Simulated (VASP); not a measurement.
ZrSi (space group Cmcm): computed properties

The numbers are results of LDA (Ceperley-Alder, Perdew-Zunger), VASP's LDA PAW potentials (set 64) (plane waves; VASP), not measurements.

| Quantity | Value |
|---|---|
| space group | Cmcm (63) |
| cell | a = 3.7126 Å, b = 9.8168 Å, c = 3.7162 Å, α = 90.00°, β = 90.00°, γ = 90.00° |
| volume per atom | 16.93 Å³/atom |
| band gap (over mesh and band path) | none (metal, semimetal or under 0.01 eV) |
| band gap with spin-orbit coupling | none (metallic) |
| density | 5.85 g/cm³ |

```xyz
4
Lattice="1.8563 -4.9084 0.0000 1.8563 4.9084 0.0000 0.0000 0.0000 3.7162" Properties=species:S:1:pos:R:3 pbc="T T T"
Zr     1.8563    -1.4229     0.9290
Zr     1.8563     1.4229     2.7871
Si     1.8563    -4.1356     0.9290
Si     1.8563     4.1356     2.7871
```

The structure comes from a computed database's ZrSi entry (Cmcm); how it stands against other phases isn't given here. It was relaxed first. Symmetry was kept, so distortions that lower it aren't found.
